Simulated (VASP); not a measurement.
Here is the system:

```
CELL_PARAMETERS angstrom
      0.00000     2.35087     2.35087
      2.35087     0.00000     2.35087
      2.35087     2.35087     0.00000
ATOMIC_POSITIONS crystal
  Y  0.00000 0.00000 0.00000
  N  0.50000 0.50000 0.50000
```

Method: PBEsol GGA, VASP's PBE PAW potentials (set 64) (plane waves; VASP). Settings: 620 eV cut-off, 13×13×13 Γ-centred mesh, first-order Methfessel-Paxton smearing of 0.10 eV, potentials Y_sv N.

Energy and stress use the plane-wave basis of the starting cell.

The ions, cell shape and volume at an external pressure of 30.0 GPa are relaxed. Predict the relaxed structure.

```
CELL_PARAMETERS angstrom
      0.00000     2.32188     2.32188
      2.32188     0.00000     2.32188
      2.32188     2.32188     0.00000
ATOMIC_POSITIONS crystal
  Y  0.00000 0.00000 0.00000
  N  0.50000 0.50000 0.50000
```
Space group Fm-3m (225), at a tolerance of 0.03 Å.

How do energy and volume change from the first to the last step?

The energy (σ→0) changes by +73.5 meV/atom and the volume by -3.7 %, in 4 ionic steps.

The compound is YN in the rock salt structure. This run relaxes it under an external pressure of 30 GPa. Symmetry was kept, so distortions that lower it aren't found.
